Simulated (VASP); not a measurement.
Computed with PBE GGA, VASP's PBE PAW potentials (set 64) (plane waves; VASP 6.6.1).

Input for VASP

### INCAR
```
! general
SYSTEM =Ni3Si
PREC   =Accurate
ENCUT  =500
LREAL  =.False.
LASPH  =.True.

! electronic loop
EDIFF  =1E-6
NELM   =100
ALGO   =Normal
LMAXMIX=4

! smearing
ISMEAR =1
SIGMA  =0.1

! functional
GGA    =PE

! ions
IBRION =2
NSW    =40
ISIF   =3
EDIFFG =-0.02
PSTRESS=200

! output
LWAVE  =.False.
LCHARG =.False.
```

KPOINTS:
```
K-points
0
Gamma
  9 9 9
```

POSCAR:
```
Ni3Si
1.0
  3.4163967318   0.0000000000   0.0000000000
  0.0000000000   3.4163967318   0.0000000000
  0.0000000000   0.0000000000   3.4163967318
Si Ni
1 3
Cart
  0.0000000000   0.0000000000   0.0000000000
  0.0000000000   1.7081983659   1.7081983659
  1.7081983659   0.0000000000   1.7081983659
  1.7081983659   1.7081983659   0.0000000000
```

POTCAR, in this order: Si Ni (PBE.64 set). Program: vasp_std.

The resulting files:

**OSZICAR**
```
       N       E                     dE             d eps       ncg     rms          rms(c)
DAV:   1     0.201368633867E+03    0.20137E+03   -0.15448E+04  1478   0.215E+03
DAV:   2    -0.162534065044E+02   -0.21762E+03   -0.20976E+03  1470   0.373E+02
DAV:   3    -0.270647532935E+02   -0.10811E+02   -0.10444E+02  1598   0.111E+02
DAV:   4    -0.273008364521E+02   -0.23608E+00   -0.23517E+00  1722   0.147E+01
DAV:   5    -0.273088667161E+02   -0.80303E-02   -0.80289E-02  1760   0.261E+00    0.213E+01
DAV:   6    -0.264985379897E+02    0.81033E+00   -0.51851E+01  1684   0.120E+02    0.155E+01
DAV:   7    -0.235840081304E+02    0.29145E+01   -0.14847E+01  1628   0.654E+01    0.488E+00
DAV:   8    -0.235143099412E+02    0.69698E-01   -0.59576E-01  1608   0.676E+00    0.152E+00
DAV:   9    -0.234969605981E+02    0.17349E-01   -0.31817E-02  2010   0.259E+00    0.576E-01
DAV:  10    -0.234947875029E+02    0.21731E-02   -0.36959E-03  1969   0.489E-01    0.207E-01
DAV:  11    -0.234945450916E+02    0.24241E-03   -0.58003E-04  2234   0.306E-01    0.564E-02
DAV:  12    -0.234945299049E+02    0.15187E-04   -0.90676E-05  1663   0.121E-01    0.151E-02
DAV:  13    -0.234945293969E+02    0.50802E-06   -0.64642E-06  1597   0.191E-02
   1 F= -.18516880E+02 E0= -.18516992E+02  d E =-.185169E+02
```

OUTCAR:
```
------------------------ aborting loop because EDIFF is reached ----------------------------------------
  FORCE on cell =-STRESS in cart. coord.  units (eV):
  Direction    XX          YY          ZZ          XY          YZ          ZX
  --------------------------------------------------------------------------------------
  Total        4.9327949      4.9327949      4.9327949      0.0000000      0.0000000     -0.0000000
  in kB      198.1977637    198.1977637    198.1977637      0.0000000      0.0000000     -0.0000000
  external PRESSURE =      -1.8022363 kB  Pullay stress =     200.0000000 kB
  volume of cell :       39.88
      direct lattice vectors                 reciprocal lattice vectors
     3.416396732  0.000000000  0.000000000     0.292706052  0.000000000  0.000000000
     0.000000000  3.416396732  0.000000000     0.000000000  0.292706052  0.000000000
     0.000000000  0.000000000  3.416396732     0.000000000  0.000000000  0.292706052
 POSITION                                       TOTAL-FORCE (eV/Angst)
 -----------------------------------------------------------------------------------
      0.00000      0.00000      0.00000         0.000000      0.000000      0.000000
      0.00000      1.70820      1.70820         0.000000      0.000000      0.000000
      1.70820      0.00000      1.70820         0.000000      0.000000      0.000000
      1.70820      1.70820      0.00000         0.000000      0.000000      0.000000
 -----------------------------------------------------------------------------------
    total drift:                                0.000000      0.000000      0.000000
  FREE ENERGIE OF THE ION-ELECTRON SYSTEM (eV)
  ---------------------------------------------------
  free  energy   TOTEN  =       -23.4945293969 eV

  energy  without entropy=      -23.4948666322  energy(sigma->0) =      -23.49464181
  enthalpy is  TOTEN    =       -18.5168799670 eV   P V=        4.9776494298

 reached required accuracy - stopping structural energy minimisation
```
(Selected blocks of OUTCAR.)

The compound is Ni3Si in the L1_2 structure. It was relaxed first under an external pressure of 20 GPa. The run is not spin-polarised, so no magnetic state was tried.
